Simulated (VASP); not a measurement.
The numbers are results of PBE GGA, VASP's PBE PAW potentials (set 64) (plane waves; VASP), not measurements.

The input files of a VASP run:

INCAR:
```
EDIFF = 1E-5
ISIF = 2   ! forces and stress, cell fixed
LREAL = Auto   ! projection in real space or not
PREC = Normal
LWAVE = .FALSE.
ENCUT = 400   ! plane-wave cut-off (eV)
NSW = 60
NELM = 100
ALGO = Fast
SYSTEM = LiZn35O36
LASPH = .TRUE.   ! aspherical one-centre terms
IBRION = 2   ! conjugate gradients
LMAXMIX = 4
NELECT = 636.0
NELMIN = 4
GGA = PE
ISYM = 0
EDIFFG = -0.03   ! ionic stop
LCHARG = .FALSE.
SIGMA = 0.05
ISMEAR = 0   ! Gaussian
```

File POSCAR:
```
LiZn35O36
1.0
  4.9323206900  -8.5430313936   0.0000000000
  4.9323206900   8.5430313936   0.0000000000
  0.0000000000   0.0000000000  10.5847753959
Zn O Li
35 36 1
Cartesian
  1.6441052526  -0.9492247612   2.6461938490
  1.6441052526   0.9492247612   0.0000000000
  1.6441052526  -0.9492247612   7.9385815469
  1.6441052526   0.9492247612   5.2923876979
  3.2882105051   1.8984495223   2.6461938490
  3.2882154374   3.7969075877   0.0000000000
  3.2882105051   1.8984495223   7.9385815469
  3.2882154374   3.7969075877   5.2923876979
  4.9323206900   4.7461323489   2.6461938490
  4.9323206900   6.6445818713   0.0000000000
  4.9323206900   4.7461323489   7.9385815469
  4.9323206900   6.6445818713   5.2923876979
  3.2882154374  -3.7969075877   2.6461938490
  3.2882105051  -1.8984495223   0.0000000000
  3.2882154374  -3.7969075877   7.9385815469
  3.2882105051  -1.8984495223   5.2923876979
  4.9323206900  -0.9492333042   2.6461938490
  4.9323206900   0.9492333042   0.0000000000
  4.9323206900  -0.9492333042   7.9385815469
  6.5764308749   1.8984495223   2.6461938490
  6.5764259426   3.7969075877   0.0000000000
  6.5764308749   1.8984495223   7.9385815469
  6.5764259426   3.7969075877   5.2923876979
  4.9323206900  -6.6445818713   2.6461938490
  4.9323206900  -4.7461323489   0.0000000000
  4.9323206900  -6.6445818713   7.9385815469
  4.9323206900  -4.7461323489   5.2923876979
  6.5764259426  -3.7969075877   2.6461938490
  6.5764308749  -1.8984495223   0.0000000000
  6.5764259426  -3.7969075877   7.9385815469
  6.5764308749  -1.8984495223   5.2923876979
  8.2205361274  -0.9492247612   2.6461938490
  8.2205361274   0.9492247612   0.0000000000
  8.2205361274  -0.9492247612   7.9385815469
  8.2205361274   0.9492247612   5.2923876979
  1.6441052526  -0.9492247612   4.6678859496
  1.6441052526   0.9492247612   2.0216921006
  1.6441052526  -0.9492247612   9.9602736475
  1.6441052526   0.9492247612   7.3140797986
  3.2929406007   1.8927171483   4.6207625295
  3.2882154374   3.7969075877   2.0216921006
  3.2882105051   1.8984495223   9.9602736475
  3.2882154374   3.7969075877   7.3140797986
  4.9323206900   4.7461323489   4.6678859496
  4.9323206900   6.6445818713   2.0216921006
  4.9323206900   4.7461323489   9.9602736475
  4.9323206900   6.6445818713   7.3140797986
  3.2882154374  -3.7969075877   4.6678859496
  3.2882105051  -1.8984495223   2.0216921006
  3.2882154374  -3.7969075877   9.9602736475
  3.2882105051  -1.8984495223   7.3140797986
  4.9133460523  -0.9218016304   4.6387989868
  4.9323206900   0.9492333042   2.0216921006
  4.9323206900  -0.9492333042   9.9602736475
  4.9561980545   0.9469010566   7.3344660760
  6.5496138473   1.8559137690   4.6745649429
  6.5764259426   3.7969075877   2.0216921006
  6.5764308749   1.8984495223   9.9602736475
  6.5764259426   3.7969075877   7.3140797986
  4.9323206900  -6.6445818713   4.6678859496
  4.9323206900  -4.7461323489   2.0216921006
  4.9323206900  -6.6445818713   9.9602736475
  4.9323206900  -4.7461323489   7.3140797986
  6.5764259426  -3.7969075877   4.6678859496
  6.5764308749  -1.8984495223   2.0216921006
  6.5764259426  -3.7969075877   9.9602736475
  6.5764308749  -1.8984495223   7.3140797986
  8.2205361274  -0.9492247612   4.6678859496
  8.2205361274   0.9492247612   2.0216921006
  8.2205361274  -0.9492247612   9.9602736475
  8.2205361274   0.9492247612   7.3140797986
  4.9079550258   0.9863442326   5.2849254313
```

### KPOINTS
```
Automatic mesh
0
gamma
1 1 1
0 0 0
```

POTCAR, in this order: Zn O Li (PBE.64 set). Program: vasp_gam.

Output

### OUTCAR
```
 ion  position               nearest neighbor table
   1  0.222  0.111  0.250-  49 2.00  45 2.00  37 2.00  36 2.02
   2  0.111  0.222  0.000-  42 2.00  62 2.00  38 2.00  37 2.02
   3  0.222  0.111  0.750-  51 2.00  47 2.00  39 2.00  38 2.02
   4  0.111  0.222  0.500-  60 2.00  36 2.00  40 2.01  39 2.02
   5  0.222  0.444  0.250-  40 1.97  37 2.00  53 2.00  41 2.00
   6  0.111  0.556  0.000-  46 2.00  66 2.00  42 2.00  41 2.02
   7  0.222  0.444  0.750-  39 2.00  43 2.00  55 2.01  42 2.02
   8  0.111  0.556  0.500-  44 2.00  64 2.00  40 2.02  43 2.02
   9  0.222  0.778  0.250-  41 2.00  57 2.00  45 2.00  44 2.02
  10  0.111  0.889  0.000-  38 2.00  70 2.00  46 2.00  45 2.02
  11  0.222  0.778  0.750-  43 2.00  59 2.00  47 2.00  46 2.02
  12  0.111  0.889  0.500-  36 2.00  68 2.00  44 2.00  47 2.02
  13  0.556  0.111  0.250-  61 2.00  57 2.00  49 2.00  48 2.02
  14  0.444  0.222  0.000-  38 2.00  54 2.00  50 2.00  49 2.02
  15  0.556  0.111  0.750-  63 2.00  59 2.00  51 2.00  50 2.02
  16  0.444  0.222  0.500-  36 2.00  48 2.00  52 2.01  51 2.02
  17  0.556  0.444  0.250-  52 1.99  49 2.00  65 2.00  53 2.00
  18  0.444  0.556  0.000-  42 2.00  58 2.00  54 2.00  53 2.02
  19  0.556  0.444  0.750-  55 1.99  51 2.00  67 2.00  54 2.02
  20  0.556  0.778  0.250-  69 2.00  53 2.00  57 2.00  56 2.03
  21  0.444  0.889  0.000-  46 2.00  50 2.00  58 2.00  57 2.02
  22  0.556  0.778  0.750-  55 1.97  71 2.00  59 2.00  58 2.02
  23  0.444  0.889  0.500-  44 2.00  48 2.00  59 2.02  56 2.04
  24  0.889  0.111  0.250-  37 2.00  69 2.00  61 2.00  60 2.02
...
```

### OSZICAR
```
       N       E                     dE             d eps       ncg     rms          rms(c)
DAV:   1     0.105994062342E+05    0.10599E+05   -0.24583E+05   762   0.231E+03
DAV:   2     0.237982668642E+04   -0.82196E+04   -0.78644E+04   762   0.667E+02
DAV:   3    -0.303082468969E+02   -0.24101E+04   -0.22476E+04   783   0.284E+02
DAV:   4    -0.366921308346E+03   -0.33661E+03   -0.32852E+03   844   0.115E+02
DAV:   5    -0.379454810421E+03   -0.12534E+02   -0.12443E+02   844   0.220E+01    0.592E+01
RMM:   6    -0.320911994128E+03    0.58543E+02   -0.21893E+02   762   0.228E+01    0.451E+01
RMM:   7    -0.321707056866E+03   -0.79506E+00   -0.35678E+01   762   0.137E+01    0.178E+01
RMM:   8    -0.321366620787E+03    0.34044E+00   -0.59657E+00   764   0.451E+00    0.130E+01
RMM:   9    -0.321253110822E+03    0.11351E+00   -0.21668E+00   763   0.328E+00    0.430E+00
RMM:  10    -0.321166106020E+03    0.87005E-01   -0.48895E-01   766   0.141E+00    0.166E+00
RMM:  11    -0.321157425557E+03    0.86805E-02   -0.17262E-01   810   0.627E-01    0.768E-01
RMM:  12    -0.321156906728E+03    0.51883E-03   -0.57998E-02   763   0.367E-01    0.432E-01
RMM:  13    -0.321160655167E+03   -0.37484E-02   -0.12292E-02   766   0.226E-01    0.193E-01
RMM:  14    -0.321161665648E+03   -0.10105E-02   -0.47506E-03   786   0.110E-01    0.979E-02
RMM:  15    -0.321161733351E+03   -0.67703E-04   -0.18567E-03   782   0.545E-02    0.674E-02
RMM:  16    -0.321161734466E+03   -0.11157E-05   -0.26483E-04   672   0.264E-02    0.424E-02
RMM:  17    -0.321161741309E+03   -0.68427E-05   -0.12289E-04   636   0.174E-02    0.149E-02
RMM:  18    -0.321161750349E+03   -0.90400E-05   -0.27859E-05   507   0.867E-03
   1 F= -.32116175E+03 E0= -.32113106E+03  d E =-.321162E+03
       N       E                     dE             d eps       ncg     rms          rms(c)
DAV:   1    -0.321230280091E+03   -0.68539E-01   -0.86354E+01   852   0.170E+01    0.160E+00
RMM:   2    -0.321365851822E+03   -0.13557E+00   -0.15234E+00   762   0.250E+00    0.117E+00
RMM:   3    -0.321371614133E+03   -0.57623E-02   -0.18564E-01   762   0.881E-01    0.601E-01
RMM:   4    -0.321369552143E+03    0.20620E-02   -0.28942E-02   795   0.366E-01    0.437E-01
RMM:   5    -0.321368692950E+03    0.85919E-03   -0.98692E-03   766   0.206E-01    0.188E-01
RMM:   6    -0.321368661679E+03    0.31270E-04   -0.28527E-03   768   0.898E-02    0.984E-02
RMM:   7    -0.321368710982E+03   -0.49303E-04   -0.66588E-04   791   0.455E-02    0.493E-02
RMM:   8    -0.321368696817E+03    0.14165E-04   -0.16930E-04   732   0.248E-02    0.240E-02
RMM:   9    -0.321368702596E+03   -0.57789E-05   -0.59763E-05   580   0.129E-02
   2 F= -.32136870E+03 E0= -.32133838E+03  d E =-.206952E+00
       N       E                     dE             d eps       ncg     rms          rms(c)
DAV:   1    -0.321369975694E+03   -0.12789E-02   -0.33909E+00   852   0.339E+00    0.325E-01
RMM:   2    -0.321375204074E+03   -0.52284E-02   -0.59567E-02   762   0.497E-01    0.247E-01
RMM:   3    -0.321375380991E+03   -0.17692E-03   -0.71418E-03   762   0.171E-01    0.124E-01
RMM:   4    -0.321375285328E+03    0.95663E-04   -0.99904E-04   791   0.643E-02    0.888E-02
RMM:   5    -0.321375253308E+03    0.32020E-04   -0.32773E-04   743   0.363E-02    0.398E-02
RMM:   6    -0.321375250783E+03    0.25244E-05   -0.10563E-04   658   0.180E-02    0.182E-02
RMM:   7    -0.321375252363E+03   -0.15798E-05   -0.21681E-05   488   0.870E-03
   3 F= -.32137525E+03 E0= -.32134493E+03  d E =-.213502E+00
       N       E                     dE             d eps       ncg     rms          rms(c)
DAV:   1    -0.321376015022E+03   -0.76424E-03   -0.40778E+00   820   0.389E+00    0.412E-01
RMM:   2    -0.321385690085E+03   -0.96751E-02   -0.10417E-01   762   0.679E-01    0.297E-01
RMM:   3    -0.321386372660E+03   -0.68258E-03   -0.13251E-02   762   0.251E-01    0.146E-01
RMM:   4    -0.321386338940E+03    0.33721E-04   -0.14976E-03   779   0.883E-02    0.115E-01
RMM:   5    -0.321386279193E+03    0.59747E-04   -0.37309E-04   761   0.437E-02    0.574E-02
RMM:   6    -0.321386279798E+03   -0.60516E-06   -0.13761E-04   709   0.217E-02    0.323E-02
RMM:   7    -0.321386280396E+03   -0.59804E-06   -0.26282E-05   497   0.968E-03
   4 F= -.32138628E+03 E0= -.32135562E+03  d E =-.110280E-01
       N       E                     dE             d eps       ncg     rms          rms(c)
DAV:   1    -0.321383413764E+03    0.28660E-02   -0.19817E+00   788   0.272E+00    0.293E-01
RMM:   2    -0.321388187802E+03   -0.47740E-02   -0.51328E-02   762   0.476E-01    0.211E-01
RMM:   3    -0.321388529345E+03   -0.34154E-03   -0.65576E-03   762   0.176E-01    0.104E-01
RMM:   4    -0.321388516004E+03    0.13341E-04   -0.74599E-04   779   0.618E-02    0.807E-02
RMM:   5    -0.321388487140E+03    0.28864E-04   -0.18080E-04   751   0.306E-02    0.407E-02
RMM:   6    -0.321388487959E+03   -0.81904E-06   -0.67476E-05   650   0.152E-02
   5 F= -.32138849E+03 E0= -.32135758E+03  d E =-.132356E-01
       N       E                     dE             d eps       ncg     rms          rms(c)
DAV:   1    -0.321389219306E+03   -0.73217E-03   -0.12717E+00   788   0.211E+00    0.196E-01
RMM:   2    -0.321391483631E+03   -0.22643E-02   -0.24852E-02   762   0.313E-01    0.115E-01
RMM:   3    -0.321391647765E+03   -0.16413E-03   -0.31680E-03   762   0.116E-01    0.590E-02
RMM:   4    -0.321391644593E+03    0.31719E-05   -0.35160E-04   765   0.419E-02    0.475E-02
RMM:   5    -0.321391629774E+03    0.14819E-04   -0.86699E-05   680   0.216E-02    0.212E-02
RMM:   6    -0.321391629240E+03    0.53347E-06   -0.34927E-05   526   0.113E-02
   6 F= -.32139163E+03 E0= -.32136073E+03  d E =-.314128E-02
       N       E                     dE             d eps       ncg     rms          rms(c)
DAV:   1    -0.321387923582E+03    0.37062E-02   -0.27789E+00   788   0.313E+00    0.290E-01
RMM:   2    -0.321392890516E+03   -0.49669E-02   -0.54456E-02   762   0.463E-01    0.172E-01
RMM:   3    -0.321393249350E+03   -0.35883E-03   -0.69113E-03   762   0.172E-01    0.883E-02
RMM:   4    -0.321393240627E+03    0.87225E-05   -0.77106E-04   769   0.614E-02    0.699E-02
RMM:   5    -0.321393208925E+03    0.31703E-04   -0.18557E-04   749   0.314E-02    0.305E-02
RMM:   6    -0.321393208651E+03    0.27334E-06   -0.74593E-05   638   0.164E-02
   7 F= -.32139321E+03 E0= -.32136234E+03  d E =-.472069E-02
       N       E                     dE             d eps       ncg     rms          rms(c)
DAV:   1    -0.321392307324E+03    0.90160E-03   -0.13719E+00   788   0.218E+00    0.194E-01
RMM:   2    -0.321394644960E+03   -0.23376E-02   -0.25666E-02   762   0.317E-01    0.114E-01
RMM:   3    -0.321394810580E+03   -0.16562E-03   -0.32417E-03   762   0.117E-01    0.600E-02
RMM:   4    -0.321394808689E+03    0.18908E-05   -0.37786E-04   766   0.416E-02    0.525E-02
RMM:   5    -0.321394785347E+03    0.23342E-04   -0.10205E-04   702   0.229E-02    0.225E-02
RMM:   6    -0.321394785065E+03    0.28203E-06   -0.44925E-05   561   0.122E-02
   8 F= -.32139479E+03 E0= -.32136400E+03  d E =-.157641E-02
```

**OUTCAR**
```
------------------------ aborting loop because EDIFF is reached ----------------------------------------
  FORCE on cell =-STRESS in cart. coord.  units (eV):
  Direction    XX          YY          ZZ          XY          YZ          ZX
  --------------------------------------------------------------------------------------
  Total      -34.1154260    -33.5637210    -35.8095403      0.0038768     -0.0020705      0.0142214
  in kB      -61.2754388    -60.2845098    -64.3182734      0.0069633     -0.0037188      0.0255434
  external PRESSURE =     -61.9594073 kB  Pullay stress =       0.0000000 kB
  volume of cell :      892.02
      direct lattice vectors                 reciprocal lattice vectors
     4.932320690 -8.543031394  0.000000000     0.101372160 -0.058527234  0.000000000
     4.932320690  8.543031394  0.000000000     0.101372160  0.058527234  0.000000000
     0.000000000  0.000000000 10.584775396     0.000000000  0.000000000  0.094475316
  FREE ENERGIE OF THE ION-ELECTRON SYSTEM (eV)
  ---------------------------------------------------
  free  energy   TOTEN  =      -321.3947850654 eV

  energy  without entropy=     -321.3332216499  energy(sigma->0) =     -321.36400336

 reached required accuracy - stopping structural energy minimisation
```
(Selected blocks of OUTCAR.)

File CONTCAR:
```
LiZn35O36
   1.00000000000000
     4.9323206900000001   -8.5430313935999997    0.0000000000000000
     4.9323206900000001    8.5430313935999997    0.0000000000000000
     0.0000000000000000    0.0000000000000000   10.5847753958999995
  Zn              O               Li
    35    36     1
Direct
     0.2224512792402958    0.1115905763928295    0.2509493075327671
     0.1113897854555671    0.2227187113029879    0.0006233554353638
     0.2226259453433515    0.1118980956993374    0.7500225746972674
     0.1133487315670085    0.2261278285277501    0.4995555623126710
     0.2238371261738028    0.4452484149438435    0.2542244939392198
     0.1113592926385168    0.5553250300705282    0.0006051430006281
     0.2260746576642488    0.4464053396185219    0.7482619572766253
     0.1131984656775334    0.5537921931119848    0.4995675497121820
     0.2225434716430092    0.7775237296402903    0.2509533177061993
     0.1111166119620458    0.8888757282180944    0.0008441579101028
     0.2227292242002504    0.7774365258747662    0.7500459790051255
     0.1111079361605372    0.8887189739649211    0.5008452893210324
     0.5550995734128762    0.1108350567931890    0.2513798601688981
     0.4447416594907020    0.2228134525443277    0.0007150349194928
     0.5552203846061023    0.1109772046921982    0.7501948025429104
     0.4459647949134715    0.2261766373347558    0.4996536627311592
     0.5545040722016616    0.4452911816941554    0.2545322237482850
     0.4445910186730416    0.5557063585699761    0.9991425230076121
     0.5535747405466654    0.4465251656172349    0.7480902557042793
     0.5546538621760686    0.7757348481535640    0.2547364674574638
     0.4447495780592308    0.8885756027486391    0.0009853178969138
     0.5537034641198320    0.7738987908998292    0.7481826009547400
     0.4460027203993759    0.8861761899858580    0.4997938309900896
     0.8890858494480033    0.1108465195996819    0.2513718840379498
     0.7777766264657351    0.2222498565992964    0.0008704147857669
     0.8892511043222489    0.1111377732003133    0.7501821257103969
     0.7777133391693287    0.2221595756365904    0.4997825307800400
     0.8890890785752535    0.4449425124740731    0.2513561883780122
     0.7771881784263467    0.5552716463280447    0.0008003281528214
     0.8891083630077837    0.4448609737152225    0.7500581168548346
     0.7729066705276588    0.5538551059819095    0.4995725717435694
     0.8883791291012859    0.7774993397978837    0.2509710276870916
     0.7772078858848234    0.8886022302694149    0.0009504007771209
     0.8881338363738425    0.7773158669359932    0.7500871259355881
     0.7734644160096114    0.8859377509108779    0.4998512877133927
     0.2219329033940357    0.1106230260100348    0.4408450986262953
     0.1110885011859732    0.2221590273177952    0.1900794263725052
     0.2221849080191531    0.1109709383844956    0.9399365652253979
     0.1110551176879812    0.2222632622164456    0.6901638944895881
     0.2200197509275914    0.4434040503575856    0.4399257797046346
     0.1111007336118991    0.5556597361345572    0.1900978302162211
     0.2216576649228581    0.4441458779427976    0.9395241655425306
     0.1109373645700161    0.5554881338209831    0.6901625011401855
     0.2221207186076589    0.7778063521256228    0.4408375118392261
     0.1110991720375029    0.8888287719244318    0.1908209389344106
     0.2222907658210435    0.7778981556213802    0.9399737932308644
     0.1111547795380959    0.8888828300277691    0.6906580883946761
     0.5547779962318646    0.1105936788965872    0.4410729108754857
     0.4444475689549228    0.2222861824347866    0.1902295069384827
     0.5555367317021703    0.1110249813151026    0.9401286783527468
     0.4445338394739294    0.2221851991441450    0.6902179931323881
     0.5555297393317982    0.4435314072831315    0.4402313515221936
     0.4444113378864364    0.5555949134261190    0.1883778192362822
     0.5558836934643138    0.4441651521792802    0.9393795696103773
     0.4443096669910586    0.5555867884130158    0.6913811919587129
     0.5562832296483894    0.7790911667981123    0.4403774907832693
     0.4445337823394784    0.8886776034593956    0.1904278432644047
     0.5559640728192937    0.7785110552577907    0.9394470361157754
     0.4445856719620606    0.8891151003436167    0.6902448706271364
     0.8889064834220711    0.1104273091020502    0.4410736884713470
     0.7777721275423575    0.2222520887546709    0.1908345159977974
     0.8888722999124292    0.1110708682265981    0.9400982139625773
     0.7778326169293355    0.2223129793476393    0.6901218920376051
     0.8887553605736789    0.4451144212247455    0.4410673778290121
     0.7775513203920910    0.5555423898943735    0.1902674005025059
     0.8888642183937956    0.4444443086585897    0.9399707914641395
     0.7778086643893050    0.5554113321675608    0.6901117316637083
     0.8891416342882069    0.7777548833714952    0.4408380791513655
     0.7775628161259591    0.8886898970805222    0.1903885441835965
     0.8889867668230683    0.7778320594663818    0.9400514134452035
     0.7780223546546239    0.8891975730334040    0.6903348835784094
     0.4435627517864329    0.5550097109881079    0.5011923410514060
```

File OUTCAR:
```
 val. band max:        0.7805960039   @ k =   0.0000   0.0000   0.0000

 cond. band min:       1.6473265798   @ k =   0.0000   0.0000   0.0000


 Fermi energy:         0.7815906481

 k-point     1 :       0.0000    0.0000    0.0000
  band No.  band energies     occupation
      1     -16.9641      2.00000
      2     -16.6602      2.00000
      3     -16.6354      2.00000
      4     -16.5725      2.00000
      5     -16.5574      2.00000
      6     -16.5567      2.00000
      7     -16.5209      2.00000
      8     -16.5202      2.00000
      9     -16.4660      2.00000
     10     -16.3917      2.00000
     11     -16.3693      2.00000
     12     -16.3678      2.00000
     13     -16.3672      2.00000
     14     -16.3610      2.00000
     15     -16.3600      2.00000
     16     -16.3578      2.00000
     17     -16.3567      2.00000
     18     -16.3293      2.00000
     19     -16.3023      2.00000
     20     -16.3021      2.00000
     21     -16.2982      2.00000
     22     -16.2429      2.00000
     23     -16.2160      2.00000
     24     -16.2155      2.00000
     25     -16.2146      2.00000
     26     -16.1993      2.00000
     27     -16.1974      2.00000
     28     -16.1923      2.00000
     29     -16.1823      2.00000
     30     -16.1817      2.00000
     31     -16.1732      2.00000
     32     -16.1728      2.00000
     33     -15.8684      2.00000
     34     -15.8066      2.00000
     35     -15.8044      2.00000
     36     -15.7911      2.00000
     37      -5.0931      2.00000
     38      -5.0821      2.00000
     39      -5.0815      2.00000
     40      -5.0805      2.00000
     41      -5.0625      2.00000
     42      -5.0623      2.00000
     43      -5.0576      2.00000
     44      -5.0573      2.00000
     45      -5.0389      2.00000
     46      -5.0329      2.00000
     47      -5.0328      2.00000
     48      -5.0203      2.00000
     49      -4.9984      2.00000
     50      -4.9715      2.00000
     51      -4.9713      2.00000
...
```

At this cut-off the stress carries a Pulay error, which pulls relaxed volumes low. The cell is charged, with a uniform compensating background. The supercell is sampled at Γ alone, which is coarse: total energies, pressure and levels can be off, energies of defects by several tenths of an eV.

The cell is a supercell with a defect, built from ZnO (wurtzite): Li_Zn, charge +1. The run is not spin-polarised, so no state with unpaired spins was tried.
